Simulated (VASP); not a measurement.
Given:

```
LiCl
1.0
    0.00000     2.29198     2.29198
    2.29198     0.00000     2.29198
    2.29198     2.29198     0.00000
Li Cl
1 1
Direct
  0.00000   0.00000   0.00000
  0.50000   0.50000   0.50000
```

Computed with PBEsol GGA, VASP's PBE PAW potentials (set 64) (plane waves; VASP). Run with 620 eV cut-off, 10×10×10 Γ-centred mesh, Gaussian smearing of 0.050 eV, potentials Li_sv Cl.

**Question.** Estimate the energy per atom (σ→0), pressure.

**Answer.** 
- energy per atom (σ→0) = -3.616 eV/atom
- pressure = 20.09 GPa

Total energies compare only between runs with the same potentials, cut-off and functional.

The compound is LiCl in the rock salt structure. It was relaxed first under an external pressure of 20 GPa.
